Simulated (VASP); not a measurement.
**Cu4KAs2 (space group R-3m): computed properties**

These are PBEsol GGA, VASP's PBE PAW potentials (set 64) (plane waves; VASP) values and carry that method's errors.

```json
{
  "space_group": "R-3m (166)",
  "cell": "a = 4.0692 Å, b = 4.0692 Å, c = 25.6410 Å, α = 90.00°, β = 90.00°, γ = 120.00°",
  "volume_per_atom": "17.51 Å³/atom",
  "band gap (over mesh and band path)": "none (metal, semimetal or under 0.01 eV)",
  "density": "6.00 g/cm³"
}
```

```xyz
7
Lattice="2.0346 1.1747 8.5470 -2.0346 1.1747 8.5470 0.0000 -2.3493 8.5470" Properties=species:S:1:pos:R:3 pbc="T T T"
K      0.0000    -2.3493     8.5470
Cu     0.0000     0.0000    21.9086
Cu     0.0000     0.0000     3.7324
Cu     0.0000     0.0000    14.1783
Cu     0.0000     0.0000    11.4628
As     0.0000     0.0000    19.4536
As     0.0000     0.0000     6.1874
```

The structure comes from a computed database's Cu4KAs2 entry (R-3m); how it stands against other phases isn't given here. It was relaxed first. Symmetry was kept, so distortions that lower it aren't found. The electron count is odd and the run is not spin-polarised, which forces a metal.
